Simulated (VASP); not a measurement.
All values below come from revPBE GGA, VASP's PBE PAW potentials (set 64) (plane waves; VASP).

Input for VASP

### POSCAR
```
CuI
1
    0.0000000000     3.0182399711     3.0182399711
    3.0182399711     0.0000000000     3.0182399711
    3.0182399711     3.0182399711     0.0000000000
Cu I
1 1
Direct
  0.0000000000   0.0000000000   0.0000000000
  0.2500000000   0.2500000000   0.2500000000
```

**INCAR**
```
! general
SYSTEM  = CuI
PREC    = Accurate
ENCUT   = 520   ! plane-wave cut-off (eV)
LREAL   = .FALSE.
LASPH   = .TRUE.   ! aspherical one-centre terms

! electronic loop
EDIFF   = 1E-7   ! SCF stop (eV)
NELM    = 100
ALGO    = Normal
LMAXMIX = 4   ! l cut-off of mixed one-centre charges

! smearing
ISMEAR  = 0   ! Gaussian
SIGMA   = 0.05   ! width (eV)

! functional
GGA     = RE   ! revPBE

! ions
ISIF    = 2   ! forces and stress, cell fixed

! output
LWAVE   = .FALSE.
LCHARG  = .FALSE.
```

### KPOINTS
```
Automatic mesh
0
Gamma
8 8 8
0 0 0
```

POTCAR, in this order: Cu I (PBE.64 set). Program: vasp_std.

Unless said otherwise, spin-orbit coupling is left out, though it shifts the bands of the heavy elements here.

Task: Estimate the energy per atom (σ→0), pressure, band gap (on the k-mesh).

Result: 
- energy per atom (σ→0): -2.463 eV/atom
- band gap (on the k-mesh): 1.28 eV
- pressure: 2.41 GPa

**OSZICAR**
```
...
DAV:  11    -0.492696945618E+01   -0.41101E-04   -0.23525E-04   982   0.422E-01    0.313E-02
DAV:  12    -0.492697014864E+01   -0.69247E-06   -0.15592E-05  1116   0.682E-02    0.265E-02
DAV:  13    -0.492697077093E+01   -0.62228E-06   -0.18358E-05  1037   0.126E-01    0.779E-03
DAV:  14    -0.492697246580E+01   -0.16949E-05   -0.46063E-06  1181   0.328E-02    0.801E-03
DAV:  15    -0.492697215243E+01    0.31337E-06   -0.31461E-07   927   0.150E-02    0.392E-03
DAV:  16    -0.492697228625E+01   -0.13382E-06   -0.37177E-07   838   0.153E-02    0.469E-04
DAV:  17    -0.492697230663E+01   -0.20380E-07   -0.61925E-08   470   0.186E-03
   1 F= -.49269723E+01 E0= -.49269723E+01  d E =-.289723E-15
```

The compound is CuI in the zinc blende structure. This cell is one point of a volume scan, at 0.94 of the reference volume.
